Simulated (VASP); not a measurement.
These are r2SCAN+rVV10, VASP's PBE PAW potentials (set 64) (plane waves; VASP) values and carry that method's errors.

The input files of a VASP run:

### INCAR
```
# general
SYSTEM   = Ti
PREC     = Accurate
ENCUT    = 520
LREAL    = .FALSE.
LASPH    = .TRUE.

# electronic loop
EDIFF    = 1E-7
NELM     = 100
ALGO     = Normal
LMAXMIX  = 4
LMIXTAU  = .TRUE.

# smearing
ISMEAR   = 1
SIGMA    = 0.1

# functional
METAGGA  = R2SCAN
LUSE_VDW = .TRUE.
BPARAM   = 11.95
CPARAM   = 0.0093

# ions
IBRION   = 2
NSW      = 30
ISIF     = 4
EDIFFG   = -0.01

# output
LWAVE    = .FALSE.
LCHARG   = .FALSE.
```

**POSCAR**
```
Ti
1.0
  1.4661835844  -2.5395045191   0.0000000000
  1.4661835844   2.5395045191   0.0000000000
  0.0000000000   0.0000000000   4.6264098904
Ti
2
direct
  0.3333330000   0.6666670000   0.2500000000
  0.6666670000   0.3333330000   0.7500000000
```

**KPOINTS**
```
Regular mesh
0
G
14 14 8
0 0 0
```

POTCAR, in this order: Ti_sv (PBE.64 set). Program: vasp_std.

Output of the run:

**OSZICAR**
```
       N       E                     dE             d eps       ncg     rms          rms(c)
DAV:   1     0.245199403662E+03    0.24520E+03   -0.13986E+04  3840   0.193E+03
DAV:   2    -0.236372661716E+01   -0.24756E+03   -0.24612E+03  3968   0.509E+02
DAV:   3    -0.326650650785E+02   -0.30301E+02   -0.30106E+02  7584   0.144E+02
DAV:   4    -0.340247028246E+02   -0.13596E+01   -0.13595E+01  3984   0.326E+01
DAV:   5    -0.341030229833E+02   -0.78320E-01   -0.78314E-01  6328   0.548E+00    0.147E+01
DAV:   6    -0.266312534872E+02    0.74718E+01   -0.21016E+01  4800   0.616E+01    0.198E+00
DAV:   7    -0.240652000770E+02    0.25661E+01   -0.30993E+00  6328   0.142E+01    0.246E+00
DAV:   8    -0.249014354009E+02   -0.83624E+00   -0.63479E-01  5160   0.523E+00    0.192E+00
DAV:   9    -0.254228195776E+02   -0.52138E+00   -0.76356E-01  3848   0.115E+01    0.196E+00
DAV:  10    -0.253503694486E+02    0.72450E-01   -0.28966E-01  4440   0.614E+00    0.391E-01
DAV:  11    -0.253550766307E+02   -0.47072E-02   -0.14015E-02  5384   0.101E+00    0.263E-01
DAV:  12    -0.253471017015E+02    0.79749E-02   -0.19279E-02  4728   0.130E+00    0.941E-02
DAV:  13    -0.253500663363E+02   -0.29646E-02   -0.23809E-03  4560   0.544E-01    0.383E-02
DAV:  14    -0.253501834789E+02   -0.11714E-03   -0.71687E-04  4776   0.269E-01    0.121E-02
DAV:  15    -0.253501009687E+02    0.82510E-04   -0.11402E-04  4816   0.132E-01    0.737E-03
DAV:  16    -0.253501513363E+02   -0.50368E-04   -0.27313E-05  4136   0.682E-02    0.781E-03
DAV:  17    -0.253501459020E+02    0.54343E-05   -0.37121E-06  5568   0.195E-02    0.326E-03
DAV:  18    -0.253501620287E+02   -0.16127E-04   -0.43923E-06  5024   0.240E-02    0.174E-03
DAV:  19    -0.253501615421E+02    0.48657E-06   -0.10233E-06  4256   0.613E-03    0.192E-03
DAV:  20    -0.253501613030E+02    0.23916E-06   -0.68671E-08  2296   0.332E-03    0.108E-03
DAV:  21    -0.253501618031E+02   -0.50018E-06   -0.17813E-07  2800   0.400E-03    0.462E-04
DAV:  22    -0.253501615161E+02    0.28704E-06   -0.17627E-08  2136   0.168E-03    0.147E-04
DAV:  23    -0.253501615191E+02   -0.30464E-08   -0.83561E-09  2080   0.126E-03
   1 F= -.25350162E+02 E0= -.25350536E+02  d E =-.253502E+02
```

### OUTCAR
```
------------------------ aborting loop because EDIFF is reached ----------------------------------------
  FORCE on cell =-STRESS in cart. coord.  units (eV):
  Direction    XX          YY          ZZ          XY          YZ          ZX
  --------------------------------------------------------------------------------------
  Total       -0.0193116     -0.0193116     -0.0184878      0.0000000      0.0000000     -0.0000000
  in kB       -0.8980861     -0.8980861     -0.8597742      0.0000000      0.0000000     -0.0000000
  external PRESSURE =      -0.8853155 kB  Pullay stress =       0.0000000 kB
  volume of cell :       34.45
      direct lattice vectors                 reciprocal lattice vectors
     1.466183584 -2.539504519  0.000000000     0.341021415 -0.196888801  0.000000000
     1.466183584  2.539504519  0.000000000     0.341021415  0.196888801  0.000000000
     0.000000000  0.000000000  4.626409890     0.000000000  0.000000000  0.216150325
 POSITION                                       TOTAL-FORCE (eV/Angst)
 -----------------------------------------------------------------------------------
      1.46618      0.84650      1.15660         0.000000      0.000000      0.000000
      1.46618     -0.84650      3.46981        -0.000000     -0.000000      0.000000
 -----------------------------------------------------------------------------------
    total drift:                                0.000184      0.001061     -0.000018
  FREE ENERGIE OF THE ION-ELECTRON SYSTEM (eV)
  ---------------------------------------------------
  free  energy   TOTEN  =       -25.3501615191 eV

  energy  without entropy=      -25.3512842591  energy(sigma->0) =      -25.35053577

 reached required accuracy - stopping structural energy minimisation
```
(Selected blocks of OUTCAR.)

File OUTCAR:
```
 val. band max:        8.4579633549   @ k =   0.0714  -0.0000   0.5000

 cond. band min:       8.5006613023   @ k =   0.2143   0.2143   0.5000


 Fermi energy:         8.4906562531

 k-point     1 :       0.0000    0.0000    0.0000
  band No.  band energies     occupation
      1     -50.7334      2.00000
      2     -50.5826      2.00000
      3     -26.3136      2.00000
      4     -25.6213      2.00000
      5     -25.6212      2.00000
      6     -25.5501      2.00000
      7     -25.5138      2.00000
      8     -25.5138      2.00000
      9       1.8265      2.00000
     10       5.5857      2.00000
     11       9.0858     -0.00000
     12       9.3469     -0.00000
     13       9.3469     -0.00000
     14       9.4794     -0.00000
     15       9.8924     -0.00000
     16       9.8924     -0.00000

 k-point     2 :       0.0714   -0.0000    0.0000
  band No.  band energies     occupation
      1     -50.7279      2.00000
      2     -50.5805      2.00000
      3     -26.3014      2.00000
      4     -25.6457      2.00000
      5     -25.6295      2.00000
      6     -25.5552      2.00000
      7     -25.5393      2.00000
      8     -25.5168      2.00000
      9       1.9762      2.00000
     10       5.7019      2.00000
     11       8.8343     -0.00001
     12       9.0651     -0.00000
     13       9.4531     -0.00000
     14       9.6894     -0.00000
     15       9.8202     -0.00000
     16       9.9863     -0.00000

 k-point     3 :       0.1429    0.0000    0.0000
  band No.  band energies     occupation
      1     -50.7124      2.00000
      2     -50.5748      2.00000
      3     -26.2664      2.00000
      4     -25.7146      2.00000
      5     -25.6520      2.00000
      6     -25.6095      2.00000
      7     -25.5706      2.00000
      8     -25.5259      2.00000
      9       2.4117      2.00000
     10       6.0158      2.00000
     11       8.2897      2.01551
     12       8.6404     -0.05556
     13       9.5922     -0.00000
...
```

The compound is Ti in the hcp structure. It was relaxed first.
